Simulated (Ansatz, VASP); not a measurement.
## Li4H3F in two plane-wave programs

Wanted: the spread between two codes on one cell, functional and k mesh. The structure shown is frame 67 of Ansatz's trajectory.

Calculated with Ansatz 0.2.0; plane waves, with VASP 6.6.1 beside it; single point at PBE.

## 1. The starting structure

The cell holds 64 atoms: 32 Li, 24 H and 8 F. Cell: a = 8.138 Å, b = 8.138 Å, c = 8.138 Å, α = 90.0°, β = 90.0°, γ = 90.0°. It derives from LiF (rock-salt), repeated 2×2×2. Rock-salt LiF, 2 x 2 x 2 conventional cells, 24 of 32 F sites given to H at random (x = 0.750), lattice by Vegard's rule (a = 4.069 A); (so at first; earlier steps may have moved the atoms), displaced by a Gaussian of 0.02 A.

## 2. Ansatz: dynamics, PBE

Ansatz runs on its default PAW (the set named soft_2) files.

One frame of this run of dynamics is then solved in both programs, so the motion causes no difference.

input.yaml

```yaml
crystal:
  lattice:
    - [8.138, 0.0, 0.0]
    - [0.0, 8.138, 0.0]
    - [0.0, 0.0, 8.138]
  atoms:
    - { symbol: Li, position: [0.9994, 0.0019, 0.99933] }
    - { symbol: H, position: [0.2476, 0.99982, 0.99748] }
    - { symbol: Li, position: [0.00057, 0.24557, 0.24974] }
    - { symbol: F, position: [0.2468, 0.24986, 0.24851] }
    - { symbol: Li, position: [0.2507, 0.0014, 0.24704] }
    - { symbol: H, position: [0.99766, 0.99887, 0.25478] }
    - { symbol: Li, position: [0.25313, 0.24826, 0.99544] }
    - { symbol: H, position: [0.99766, 0.25236, 0.00042] }
    - { symbol: Li, position: [0.00312, 0.99959, 0.50193] }
    - { symbol: H, position: [0.25158, 0.99957, 0.50112] }
    - { symbol: Li, position: [0.99406, 0.2487, 0.7447] }
    - { symbol: H, position: [0.2501, 0.24931, 0.75112] }
    - { symbol: Li, position: [0.24451, 0.99749, 0.75001] }
    - { symbol: H, position: [0.00151, 0.99873, 0.74484] }
    - { symbol: Li, position: [0.25115, 0.24926, 0.5044] }
    - { symbol: F, position: [0.00105, 0.25093, 0.50175] }
    - { symbol: Li, position: [0.00288, 0.50434, 0.99792] }
    - { symbol: H, position: [0.24855, 0.49979, 0.99638] }
    - { symbol: Li, position: [0.99969, 0.75393, 0.24975] }
    - { symbol: H, position: [0.25224, 0.75273, 0.25221] }
    - { symbol: Li, position: [0.24956, 0.49994, 0.25353] }
    - { symbol: H, position: [0.99383, 0.5008, 0.2507] }
    - { symbol: Li, position: [0.24723, 0.74868, 0.00162] }
    - { symbol: H, position: [0.99983, 0.7487, 0.99731] }
    - { symbol: Li, position: [0.99872, 0.49845, 0.49663] }
    - { symbol: H, position: [0.2494, 0.4964, 0.50178] }
    - { symbol: Li, position: [0.00125, 0.74774, 0.75175] }
    - { symbol: F, position: [0.24995, 0.7477, 0.75304] }
    - { symbol: Li, position: [0.24635, 0.50349, 0.74742] }
    - { symbol: H, position: [0.00168, 0.49912, 0.75271] }
    - { symbol: Li, position: [0.25035, 0.74908, 0.49653] }
    - { symbol: F, position: [0.99905, 0.74837, 0.50105] }
    - { symbol: Li, position: [0.50345, 0.00578, 0.99985] }
    - { symbol: H, position: [0.74682, 0.99799, 0.99725] }
    - { symbol: Li, position: [0.50014, 0.24775, 0.24932] }
    - { symbol: F, position: [0.74748, 0.24912, 0.25082] }
    - { symbol: Li, position: [0.75448, 0.00135, 0.24767] }
    - { symbol: H, position: [0.50054, 0.999, 0.24747] }
    - { symbol: Li, position: [0.7544, 0.24838, 0.00192] }
    - { symbol: F, position: [0.49727, 0.25087, 0.99784] }
    - { symbol: Li, position: [0.49949, 0.99992, 0.50082] }
    - { symbol: H, position: [0.74984, 0.00138, 0.49876] }
    - { symbol: Li, position: [0.5005, 0.25011, 0.74796] }
    - { symbol: H, position: [0.74364, 0.25141, 0.74915] }
    - { symbol: Li, position: [0.74746, 0.00303, 0.75461] }
    - { symbol: H, position: [0.50149, 0.99487, 0.74854] }
    - { symbol: Li, position: [0.74351, 0.24523, 0.49985] }
    - { symbol: H, position: [0.49505, 0.25161, 0.49997] }
    - { symbol: Li, position: [0.50026, 0.49927, 0.00174] }
    - { symbol: H, position: [0.75374, 0.49783, 0.99747] }
    - { symbol: Li, position: [0.50063, 0.75219, 0.24648] }
    - { symbol: H, position: [0.74699, 0.74782, 0.25265] }
    - { symbol: Li, position: [0.74869, 0.49995, 0.2502] }
    - { symbol: H, position: [0.49957, 0.49634, 0.2498] }
    - { symbol: Li, position: [0.75022, 0.75116, 0.99881] }
    - { symbol: H, position: [0.5022, 0.74979, 0.99873] }
    - { symbol: Li, position: [0.49948, 0.5046, 0.49926] }
    - { symbol: F, position: [0.74945, 0.50135, 0.49471] }
    - { symbol: Li, position: [0.50029, 0.74983, 0.74819] }
    - { symbol: F, position: [0.7504, 0.74917, 0.74904] }
    - { symbol: Li, position: [0.74949, 0.50095, 0.75066] }
    - { symbol: H, position: [0.50148, 0.49843, 0.74865] }
    - { symbol: Li, position: [0.74673, 0.75372, 0.50106] }
    - { symbol: H, position: [0.50025, 0.74914, 0.50082] }
kpoints:
  mp_grid: { grid: [1, 1, 1] }
hamiltonian:
  xc: pbe
scf:
  occupations: { method: fixed }
output:
  forces: true
md:
  timestep: 0.5
  n_steps: 200
  ensemble: nve
  temperature: 400
  initial_velocities: maxwell_boltzmann
  seed: 6368
```

Command:

```bash
ansatz run input.yaml --threads 4 --pin off --max-ram 8192MiB --backend cpu --events-out ev --progress --plain --runs-dir out
```

Numbers of over 12 decimals in the logs are rounded to 6 here.

The log of the run:

```text
Warning: md: disabling space-group detection — thermal motion breaks the input geometry's symmetry, so no spatial operation reduces the k-mesh or symmetrises the density; time reversal is kept, so that k and −k are solved as one point where they differ and the mesh holds both, and exact exchange and, on two spinor components, a DFT+U term hold to it where the run has them: on two components no moment then forms, and  [...]
Engine: ansatz 0.2.0, aarch64-unknown-linux-gnu
Pseudopotentials: kind: paw
Pseudopotential: Li, paw, valence charge 3, recommended cutoff 420 eV (normal), Li.paw.azcp
Pseudopotential: H, paw, valence charge 1, recommended cutoff 420 eV (normal), H.paw.azcp
Pseudopotential: F, paw, valence charge 7, recommended cutoff 420 eV (normal), F.paw.azcp
Functional definition: PBE
  parameter kappa = 0.804
  parameter beta = 0.066725
  exchange = pbe_x(kappa = kappa, mu = beta*pi^2/3)
  correlation = pbe_c(beta = beta)
Crystal: 64 atoms, lattice volume = 538.956 Å³
Basis set: ecut = 420 eV, 10443 PW (Γ), exchange–correlation on 120×120×120 points (8 copies of the dense FFT grid, shifted against one another)
Bands: 152, of which v1, the nominal top of the filled ones, is band 88 counted from 1 (87 counted from 0)
Symmetry: 1 space group operations
k-points: 1
Non-local potential: Li, projectors of the file, l = 0: 3, l = 1: 2, l = 2: 1
Non-local potential: H, projectors of the file, l = 0: 2, l = 1: 1
Non-local potential: F, projectors of the file, l = 0: 2, l = 1: 2, l = 2: 1
PAW form: soft (Blöchl's): semilocal exchange-correlation on the pseudo side does not see the compensation charge
PAW one-centre angular grid: Li, 110 points (default); XC on 64 Gauss nodes
PAW one-centre angular grid: H, 110 points (default); XC on 64 Gauss nodes
PAW one-centre angular grid: F, 110 points (default); XC on 64 Gauss nodes
Initial density: superposition of atomic densities (neutral atoms: chi_scale 0, normalization atom), corrected by the library's trained network
Initial wavefunctions: pseudopotential atomic-orbital guess
Functional: x = pbe(κ = 0.804, μ = 0.219515), c = pbe(β = 0.066725)
SCF iter   1: F=—  HF=-13440.915290 eV  |F-HF|=—  |Δ(HF+E_count)|=         —  Δρ=2.32e-3  dr2=3.79e-2  ethr=1.77e-3  ⟨swp⟩=11.0  Hψ=668  notcnv=0  defer=62
preconditioner: auto → Resta (q_TF=auto, 2.264 Å⁻¹)  ε∞=2.2  [insulator: Δε(μ)=4.149 eV  Ē_g=14.223 eV  n_scr=92 (ndim 8)  ℏωp=15.7 eV  f_vac=0.000  ε∞_Penn≈2.2]
SCF iter   2: F=—  HF=-13440.909981 eV  |F-HF|=—  |Δ(HF+E_count)|=   5.31e-3  Δρ=1.18e-3  dr2=7.86e-3  ethr=2.15e-5  ⟨swp⟩=4.0  Hψ=204  notcnv=0  defer=62
SCF iter   3: F=—  HF=-13440.910555 eV  |F-HF|=—  |Δ(HF+E_count)|=   5.75e-4  Δρ=6.44e-4  dr2=1.67e-3  ethr=4.47e-6  ⟨swp⟩=4.0  Hψ=155  notcnv=0  defer=20
automatic band count: iteration 3 solves 110 bands in place of 152: the levels show a gap, and the empty bands left out lie too high to hold charge; the band table lists the bands solved (type scf.n_extra_bands for more)
SCF iter   4: F=—  HF=-13440.910459 eV  |F-HF|=—  |Δ(HF+E_count)|=   9.62e-5  Δρ=1.51e-4  dr2=7.63e-5  ethr=9.50e-7  ⟨swp⟩=2.0  Hψ=153  notcnv=0  defer=20
SCF iter   5: F=—  HF=-13440.911821 eV  |F-HF|=—  |Δ(HF+E_count)|=   1.36e-3  Δρ=3.89e-5  dr2=4.66e-6  ethr=4.34e-8  ⟨swp⟩=2.0  Hψ=183  notcnv=0  defer=20
SCF iter   6: F=—  HF=-13440.912273 eV  |F-HF|=—  |Δ(HF+E_count)|=   4.52e-4  Δρ=1.51e-5  dr2=6.29e-7  ethr=2.65e-9  ⟨swp⟩=2.0  Hψ=159  notcnv=0  defer=20
SCF iter   7: F=-13440.912274 eV  HF=-13440.912274 eV  |F-HF|=3.16e-8  |Δ(HF+E_count)|=   3.41e-7  Δρ=2.40e-6  dr2=1.73e-8  ethr=3.64e-11  ⟨swp⟩=3.0  Hψ=353  notcnv=0
SCF 1 converged in 7 iterations: F = -13440.912274 eV  dr2 = 1.73e-8
  greatest PAW one-centre occupation: 1.000 electrons in one spin orbital (limit 2), on the Li atom at site 24 (counted from 0), in its partial waves of l = 0
md step     0: t =     0.00 fs  T =   400.0 K  F+E_penalty+E_count = -13440.91227383 eV  E_kin = 3.257352 eV  conserved = -13437.65492186 eV  (7 SCF iters)
[... from here on, the SCF cycles and remarks between the steps are left out ...]
md step   191: t =    95.50 fs  T =   221.2 K  F+E_penalty+E_count = -13439.45496671 eV  E_kin = 1.801185 eV  conserved = -13437.65378200 eV  (2 SCF iters)
md step   192: t =    96.00 fs  T =   222.4 K  F+E_penalty+E_count = -13439.46519689 eV  E_kin = 1.811391 eV  conserved = -13437.65380556 eV  (3 SCF iters)
md step   193: t =    96.50 fs  T =   223.9 K  F+E_penalty+E_count = -13439.47722050 eV  E_kin = 1.823385 eV  conserved = -13437.65383577 eV  (3 SCF iters)
md step   194: t =    97.00 fs  T =   225.5 K  F+E_penalty+E_count = -13439.49056102 eV  E_kin = 1.836690 eV  conserved = -13437.65387142 eV  (3 SCF iters)
md step   195: t =    97.50 fs  T =   227.3 K  F+E_penalty+E_count = -13439.50465858 eV  E_kin = 1.850748 eV  conserved = -13437.65391037 eV  (2 SCF iters)
md step   196: t =    98.00 fs  T =   229.0 K  F+E_penalty+E_count = -13439.51889751 eV  E_kin = 1.864946 eV  conserved = -13437.65395157 eV  (3 SCF iters)
md step   197: t =    98.50 fs  T =   230.7 K  F+E_penalty+E_count = -13439.53263715 eV  E_kin = 1.878644 eV  conserved = -13437.65399309 eV  (2 SCF iters)
md step   198: t =    99.00 fs  T =   232.2 K  F+E_penalty+E_count = -13439.54524317 eV  E_kin = 1.891211 eV  conserved = -13437.65403218 eV  (2 SCF iters)
md step   199: t =    99.50 fs  T =   233.6 K  F+E_penalty+E_count = -13439.55611744 eV  E_kin = 1.902051 eV  conserved = -13437.65406652 eV  (3 SCF iters)
md step   200: t =   100.00 fs  T =   234.6 K  F+E_penalty+E_count = -13439.56472539 eV  E_kin = 1.910630 eV  conserved = -13437.65409555 eV  (7 SCF iters)
SCF converged after 7 iterations
Free energy (F): -13439.564725 eV
Harris-Foulkes:  -13439.564725 eV  (|F-HF|=9.47e-9)
Internal energy: -13439.564725 eV  (E = F + TS)
E sigma→0 (E₀):  -13439.564725 eV
Fermi energy:    1.515921 eV
--- Per-component energies (eV) ---
  E_band       = -3288.579167
  E_kinetic    = 2705.475276
  E_local      = -10506.236611  (includes V_loc(G=0)·N_el)
  E_nonlocal   = -439.307829
  E_hartree    = 3735.202712
  E_xc         = -1218.691632
  E_vxc        = -1566.991204  (∫ρ·V_xc dr)
  E_paw        = -2290.433171  (= ΣΔE_a)
  E_vpaw       = -951.912792  (= ΣTr[D̂ρ^β])
  E_aug_tail   = -0.011696  (compensation charges beyond the density's cutoff)
  E_ewald      = -5425.561775
  E_smearing   = -0.000000  (= −TS)
  E_closure    = -0.000000  (closes the sum)
  Σ components = -13439.564725   (vs F -13439.564725, Δ=0.00e0)
--- Forces (eV/Å), atoms counted from 1 ---
  atom   1  Li    -0.03740616    -0.08785971    -0.17603498
  atom   2  H     -0.27938775     0.17000633     0.09869801
  atom   3  Li    -0.15865206    -0.32024195    -0.21794777
  atom   4  F     -0.18931062     0.13598328    -0.32386055
  atom   5  Li     0.17611084    -0.00639250     0.12676299
  atom   6  H      0.47609264    -0.14425673    -0.06904762
  atom   7  Li    -0.29901352     0.14027483     0.01255467
  atom   8  H      0.42845328    -0.50162496     0.00432735
  atom   9  Li     0.12761419     0.07461354     0.17897214
  atom  10  H      0.24973196     0.08256848    -0.11730690
  atom  11  Li     0.48765861    -0.08645864     0.00831807
  atom  12  H      0.01128810    -0.27641066    -0.13347050
  atom  13  Li     0.04881299     0.01617901     0.16097352
  atom  14  H     -0.15644801     0.41398024     0.21303470
  atom  15  Li    -0.13358032    -0.29144665    -0.22741843
  atom  16  F     -0.09999257    -0.44499385     0.09978300
  atom  17  Li    -0.16234643     0.09951493    -0.05682992
  atom  18  H     -0.15609376    -0.03387362     0.16147079
  atom  19  Li     0.02096403     0.02354009    -0.03773689
  atom  20  H     -0.00302900    -0.07974663     0.08471672
  atom  21  Li     0.21518302    -0.16563352    -0.36862689
  atom  22  H     -0.00157844     0.40270715     0.04449853
  atom  23  Li    -0.07840235     0.06359904     0.19003343
  atom  24  H     -0.22433408    -0.12344227    -0.10828210
[...]
atom  57  Li     0.04699820    -0.31084037    -0.02978575
  atom  58  F      0.41224857     0.37127637    -0.30143249
  atom  59  Li    -0.02785335     0.14866914     0.48049347
  atom  60  F      0.44706882    -0.25110733    -0.23756110
  atom  61  Li    -0.06510353     0.15271672     0.14258065
  atom  62  H     -0.05243498    -0.07544909    -0.05531367
  atom  63  Li    -0.54242706    -0.00839057     0.28933807
  atom  64  H      0.00603080    -0.34487635     0.03575197
  max |Σ_I F_I| component: 1.36e-4 eV/Å
--- MD trajectory: 200 steps, t = 0.0 → 100.0 fs ---
  final state: T = 234.6 K   F+E_penalty+E_count = -13439.56472539 eV   E_kin = 1.910630 eV
  conserved energy: peak-to-peak 1.723e-3 eV (2.692e-5 eV/atom) over 100.0 fs
```

Reading the cycles: dr2 is the Hartree energy of the density residual (eV), the measure of convergence; HF is the Harris–Foulkes estimate of the energy, which meets the free energy F at convergence.

(Continued in part 2 of 2.)

[Lines on the potential files, build, host, timing and source positions are cut from VASP's logs without a mark.]

[Logs are printed without paths, hosts, clocks, repeated set-up lines and the standing remarks that a program may print on its own settings, such as how far it seeks lower states.]

[Hosts, paths, dates, database ids (printed as entryN), source tags and the programs' standing remarks are cut or masked in the printed files.]
